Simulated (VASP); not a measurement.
# CsSnI3: from the relaxed cell to its vibrations, part 2 of 2

What lattice, stiffness and vibrations does CsSnI3 have at one level of theory? The starting structure is a computed structure from the Materials Project. All runs use LDA.

VASP 6.6.1.

So far. Step 2 (Relaxation): The relaxed cell holds 44.306 Å³ an atom, with a = 6.051 Å (-3.7 % against the database cell). Pressures at 0.985 and 1.015 times this volume, from two more relaxations that aren't shown, give a bulk modulus of 21.0 GPa. Step 4 (Modes of the relaxed cell): The zone-centre modes at 44.306 Å³ an atom are T1u (3) 85.6, T1u (2) 31.6, T2u 18.4, T1u (1) 2.8 cm⁻¹.

## Step 5: Modes at 0.97 of that volume

Level of this step: LDA; plane waves and PAW (Cs_sv, I, Sn_d) (VASP).

Shape and positions were first relaxed at this volume, in a run that isn't shown.

Input file INCAR:

```
SYSTEM = CsSnI3
PREC = Accurate
ENCUT = 500
EDIFF = 1E-08
NELM = 100
ISMEAR = 0
SIGMA = 0.03
LREAL = .FALSE.
ALGO = Normal
GGA = CA
NBANDS = 28
LORBIT = 11
LWAVE = .FALSE.
LCHARG = .FALSE.
KPAR = 8
IBRION = 8
LEPSILON = .TRUE.
LPEAD = .TRUE.
ISIF = 2
```

Input file POSCAR:

```
CsSnI3
1.0
    5.9896275576      0.0000000000      0.0000000000
    0.0000000000      5.9896275576      0.0000000000
    0.0000000000      0.0000000000      5.9896275576
Cs I Sn
1 3 1
Direct
    0.5000000000      0.5000000000      0.5000000000
    0.0000000000      0.5000000000      0.0000000000
    0.0000000000      0.0000000000      0.5000000000
    0.5000000000      0.0000000000      0.0000000000
    0.0000000000      0.0000000000      0.0000000000
```

Input file KPOINTS:

```
Automatic mesh
0
Gamma
6 6 6
0 0 0
```

Potentials, in the order of the species: Cs_sv, I and Sn_d (LDA family, release 64).

Launch:

```bash
$ mpirun -np 8 vasp_std
```

Output:

```text
[... set-up lines as in an earlier step ...]
 entering main loop
       N       E                     dE             d eps       ncg     rms          rms(c)
DAV:   1     0.347271133437E+03    0.34727E+03   -0.17694E+04  1120   0.139E+03
DAV:   2     0.289636407153E+02   -0.31831E+03   -0.30707E+03  1280   0.302E+02
DAV:   3    -0.143162554492E+02   -0.43280E+02   -0.42864E+02  1360   0.123E+02
DAV:   4    -0.162048334236E+02   -0.18886E+01   -0.18844E+01  1416   0.292E+01
[...]
DAV:  13    -0.160839856962E+02    0.97058E-07   -0.18277E-06  1504   0.749E-03    0.135E-03
DAV:  14    -0.160839856789E+02    0.17340E-07   -0.21841E-07  1520   0.375E-03    0.219E-03
DAV:  15    -0.160839856793E+02   -0.44156E-09   -0.12611E-08  1056   0.562E-04
   1 F= -.16083986E+02 E0= -.16083879E+02  d E =-.214253E-03
 Linear response reoptimize wavefunctions to high precision
DAV:   1    -0.160839856753E+02    0.40009E-08   -0.16995E-08  1308   0.112E-03
DAV:   2    -0.160839856754E+02   -0.12733E-09   -0.11604E-09   788   0.172E-04
[...]
RMM:  13    -0.909557059792E-01   -0.58154E-09    0.26135E-08  3623   0.585E-05    0.514E-07
 first order change of Fermi-energy   0.12142E-02
 force on displaced ion       2 direction 2 :   0.000  -2.915  -0.000
 Born effective charge ion    2 direction 2 :   0.000   8.699   0.000
 Linear response progress:
  Degree of freedom:   4/  4
       N       E                     dE             d eps       ncg     rms          rms(c)
RMM:   1    -0.222876357245E+00   -0.22288E+00    0.38922E-01  2882   0.868E+00
RMM:   2    -0.227956700945E+00   -0.50803E-02   -0.16329E-02  3822   0.601E-01    0.128E-01
RMM:   3    -0.227740992769E+00    0.21571E-03   -0.10817E-03  4193   0.157E-01    0.758E-02
RMM:   4    -0.227452856709E+00    0.28814E-03   -0.13453E-04  4237   0.558E-02    0.116E-02
[...]
RMM:  20    -0.227480842832E+00    0.29643E-08    0.15347E-07  3666   0.636E-05    0.265E-07
RMM:  21    -0.227480840239E+00    0.25928E-08    0.15379E-07  3653   0.633E-05    0.218E-07
RMM:  22    -0.227480841019E+00   -0.77972E-09    0.16771E-07  3653   0.631E-05    0.222E-07
 first order change of Fermi-energy  -0.53072E-03
 force on displaced ion       5 direction 1 :  -1.908   0.000  -0.000
 Born effective charge ion    5 direction 1 :   6.797   0.000   0.000
 Born effective charges drift removed
 Linear response finished
```

Wall time 6.2 min (8 MPI ranks of Intel Xeon Platinum 8259CL at 2.50GHz (Skylake/Cascade Lake), shared host); peak memory 8.9 GiB; 49 min of CPU time.

Parts of OUTCAR (step 5):

```text
  Total        0.7131526      0.7131526      0.7131526      0.0000000      0.0000000     -0.0000000
  in kB        5.3173299      5.3173299      5.3173299      0.0000000      0.0000000     -0.0000000
  external PRESSURE =       5.3173299 kB  Pullay stress =       0.0000000 kB

 POSITION                                       TOTAL-FORCE (eV/Angst)
 -----------------------------------------------------------------------------------
      2.99481      2.99481      2.99481         0.000000      0.000000      0.000000
      0.00000      2.99481      0.00000         0.000000      0.000000      0.000000
      0.00000      0.00000      2.99481         0.000000      0.000000      0.000000
      2.99481      0.00000      0.00000         0.000000      0.000000      0.000000
      0.00000      0.00000      0.00000         0.000000      0.000000      0.000000
 -----------------------------------------------------------------------------------
    total drift:                                0.000000     -0.000000      0.000000

 MACROSCOPIC STATIC DIELECTRIC TENSOR IONIC CONTRIBUTION
 ------------------------------------------------------
          39.788023    -0.000000    -0.000000
          -0.000000    39.788023    -0.000000
          -0.000000    -0.000000    39.788023
 ------------------------------------------------------

[... 2 parts as in an earlier step ...]

[... 1 further part left out ...]
```

The dielectric tensor of 1.00 in OUTCAR stands for a response that wasn't computed and is no result.

The zone-centre modes at 42.976 Å³ an atom are T1u (3) 100.3, T1u (2) 34.1, T2u 17.5, T1u (1) 15.4 cm⁻¹.

## Step 6: Modes at 1.03 of that volume

Shape and positions were first relaxed at this volume, in a run that isn't shown.

INCAR is that of step 5.

Edit POSCAR of step 5 so:

```diff
@@ -2,5 +2,5 @@
 1.0
-    5.9896275576      0.0000000000      0.0000000000
-    0.0000000000      5.9896275576      0.0000000000
-    0.0000000000      0.0000000000      5.9896275576
+    6.1106627442      0.0000000000      0.0000000000
+    0.0000000000      6.1106627442      0.0000000000
+    0.0000000000      0.0000000000      6.1106627442
 Cs I Sn
```

KPOINTS is that of step 5.

Launch:

```bash
$ mpirun -np 8 vasp_std
```

Output:

```text
[... set-up lines as in an earlier step ...]
 entering main loop
       N       E                     dE             d eps       ncg     rms          rms(c)
DAV:   1     0.343370775605E+03    0.34337E+03   -0.17616E+04  1120   0.137E+03
DAV:   2     0.252704751200E+02   -0.31810E+03   -0.30786E+03  1316   0.294E+02
DAV:   3    -0.146979368711E+02   -0.39968E+02   -0.39604E+02  1372   0.119E+02
DAV:   4    -0.162498633460E+02   -0.15519E+01   -0.15495E+01  1384   0.272E+01
[...]
DAV:  14    -0.160748710126E+02    0.41289E-06   -0.21933E-06  1464   0.104E-02    0.205E-03
DAV:  15    -0.160748710273E+02   -0.14684E-07   -0.16303E-07  1332   0.173E-03    0.267E-03
DAV:  16    -0.160748710180E+02    0.93214E-08   -0.20946E-08  1016   0.126E-03
   1 F= -.16074871E+02 E0= -.16074829E+02  d E =-.837257E-04
 Linear response reoptimize wavefunctions to high precision
DAV:   1    -0.160748710173E+02    0.66802E-09   -0.60832E-09  1044   0.344E-04
DAV:   2    -0.160748710173E+02   -0.15007E-10   -0.46972E-10   764   0.170E-04
 Linear response to external field (no local field effect), progress :
[...]
RMM:  13    -0.911698142836E-01   -0.29226E-09    0.53973E-08  3408   0.279E-05    0.498E-07
 first order change of Fermi-energy   0.10224E-02
 force on displaced ion       2 direction 2 :   0.000  -1.210  -0.000
 Born effective charge ion    2 direction 2 :   0.000   8.697   0.000
 Linear response progress:
  Degree of freedom:   4/  4
       N       E                     dE             d eps       ncg     rms          rms(c)
RMM:   1    -0.223115252213E+00   -0.22312E+00    0.32344E-01  2885   0.838E+00
RMM:   2    -0.227872403467E+00   -0.47572E-02   -0.16138E-02  3819   0.586E-01    0.115E-01
RMM:   3    -0.227669381724E+00    0.20302E-03   -0.11166E-03  4199   0.156E-01    0.689E-02
RMM:   4    -0.227375256203E+00    0.29413E-03   -0.11457E-04  4244   0.533E-02    0.114E-02
[...]
RMM:  10    -0.227402463340E+00   -0.98789E-08   -0.14113E-07  4708   0.258E-04    0.935E-05
RMM:  11    -0.227402444264E+00    0.19077E-07    0.35491E-08  4596   0.147E-04    0.121E-04
RMM:  12    -0.227402438342E+00    0.59213E-08    0.52105E-08  4480   0.941E-05    0.964E-05
 first order change of Fermi-energy  -0.45373E-03
 force on displaced ion       5 direction 1 :  -0.992  -0.000   0.000
 Born effective charge ion    5 direction 1 :   6.791   0.000   0.000
 Born effective charges drift removed
 Linear response finished
```

Run time: 5.9 min. Hardware: 8 MPI ranks; peak memory 9.3 GiB; 46 min of CPU time.

From OUTCAR (step 6):

```text
  Total       -0.9821400     -0.9821400     -0.9821400      0.0000000     -0.0000000      0.0000000
  in kB       -6.8963458     -6.8963458     -6.8963458      0.0000000     -0.0000000      0.0000000
  external PRESSURE =      -6.8963458 kB  Pullay stress =       0.0000000 kB

 POSITION                                       TOTAL-FORCE (eV/Angst)
 -----------------------------------------------------------------------------------
      3.05533      3.05533      3.05533         0.000000      0.000000      0.000000
      0.00000      3.05533      0.00000         0.000000      0.000000      0.000000
      0.00000      0.00000      3.05533         0.000000      0.000000      0.000000
      3.05533      0.00000      0.00000         0.000000      0.000000      0.000000
      0.00000      0.00000      0.00000         0.000000      0.000000      0.000000
 -----------------------------------------------------------------------------------
    total drift:                                0.000000     -0.000000      0.000000

 MACROSCOPIC STATIC DIELECTRIC TENSOR IONIC CONTRIBUTION
 ------------------------------------------------------
          21.809819     0.000000     0.000000
           0.000000    21.809819     0.000000
           0.000000     0.000000    21.809819
 ------------------------------------------------------

[... 2 parts as in an earlier step ...]

[... 1 further part left out ...]
```

The dielectric tensor of 1.00 in OUTCAR stands for a response that wasn't computed and is no result.

The zone-centre modes at 45.635 Å³ an atom are T1u (3) 67.9, T1u (2) 21.1, T2u 16.7, T1u (1) -18.9 cm⁻¹.

## Step 7: All runs side by side

| run | ended | volume (Å³/atom) | T1u (3) | T1u (2) | T2u | T1u (1) | core minutes |
| --- | --- | --- | --- | --- | --- | --- | --- |
| relaxation | converged | 44.306 | - | - | - | - | 2.0 |
| elastic constants | finished, not usable | 44.306 | - | - | - | - | 90.9 |
| modes of the relaxed cell | converged | 44.306 | 85.6 | 31.6 | 18.4 | 2.8 | 45.6 |
| modes at 0.97 of that volume | converged | 42.976 | 100.3 | 34.1 | 17.5 | 15.4 | 49.6 |
| modes at 1.03 of that volume | converged | 45.635 | 67.9 | 21.1 | 16.7 | -18.9 | 46.9 |

Modes are in cm⁻¹, degenerate ones as one, matched by symmetry and order. A number in brackets counts the listed modes of one symmetry from the lowest. The symmetry labels come from an automatic analysis and can be wrong where levels nearly coincide. Core minutes are wall time times ranks of the run shown, on a shared host.

## Step 8: Results

| Quantity | Value |
| --- | --- |
| relaxed volume | 44.31 Å³/atom |
| bulk modulus from two volumes | 21.0 GPa |
| mode T1u (3) | 85.6 cm⁻¹ |
| mode T1u (2) | 31.6 cm⁻¹ |
| mode T2u | 18.4 cm⁻¹ |
| mode T1u (1) | 2.8 cm⁻¹ |
| Grüneisen parameter of T1u (3) | 6.51 |
| Grüneisen parameter of T1u (2) | 7.94 |

**Reading.** At the LDA level CsSnI3 relaxes to 44.31 Å³ an atom. The mode Grüneisen parameters, from the cells at 0.97 and 1.03 of the volume, run from 6.51 (T1u (3)) to 7.94 (T1u (2)). Levels that come within 1 cm⁻¹ of another or under 2 cm⁻¹, or whose frequency doesn't run one way with the volume, are left out of this. For T1u (3) and T1u (2) the slope differs between compression and expansion, so these parameters are only a rough mean. Soft modes change by more than one parameter describes: T1u (1) goes from 15.4 to -18.9 cm⁻¹ between the two cells. The elastic run, on a 4×4×4 mesh, has modes that differ by up to 29 cm⁻¹, so soft modes aren't converged and no firm result. Imaginary modes appear in the modes at 1.03 of that volume, given as negative numbers, so the symmetric structure may be unstable at those volumes. The bulk modulus rests on a mesh that is no denser than that of the elastic run set aside. On the mesh of the mode run the relaxed cell still holds -0.15 GPa, so the volume, relaxed on a 4×4×4 mesh, is off by about 0.7 %, which bears on soft modes. The dielectric constants and Born charges in the logs aren't compared here; at a small gap they can be far off, and in a run without a gap they mean nothing. The frequencies are harmonic; if the crystal really has a gap, the splitting of its polar modes by their long-range field is missing too. All values are for a static lattice. No result to use came from elastic constants. Further runs on this material are not shown.

[Lines on the potential files, build, host, timing and source positions are cut from VASP's logs without a mark.]

[Logs are printed without paths, hosts, clocks, repeated set-up lines and the standing remarks that a program may print on its own settings, such as how far it seeks lower states.]

[Hosts, paths, dates, database ids (printed as entryN), source tags and the programs' standing remarks are cut or masked in the printed files.]
